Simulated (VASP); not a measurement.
SnO (litharge): the lattice constant c from VASP (plane waves, PAW) at several levels of theory. Static lattice. The measured value holds thermal and zero-point effects that the static calculation lacks.

| level | lattice constant c (Å) | error against measurement |
|---|---|---|
| LDA | 4.645 | -3.9 % |
| rev-vdW-DF2 | 4.850 | +0.3 % |
| SCAN | 4.855 | +0.4 % |

Measured: 4.835 Å (as given by Electronic properties of the Sn1−xPbxO alloy and band alignment of the SnO/PbO system: a DFT study, Sci. Rep. (2020)).

The cell of the LDA run:

```xyz
4
Lattice="3.7764 0.0000 0.0000 0.0000 3.7764 0.0000 0.0000 0.0000 4.6454" Properties=species:S:1:pos:R:3 pbc="T T T"
Sn     1.8882     0.0000     3.4932
Sn     0.0000     1.8882     1.1522
O      1.8882     1.8882     0.0000
O      0.0000     0.0000     0.0000
```

Only levels that ran to the end are used. Left out are those held back, those with too coarse a band path, GW runs whose mesh misses a band edge, hybrids' fits of cells that aren't cubic and levels without matching references; a question may draw on a part of the rest.

The compound is SnO in the litharge structure.
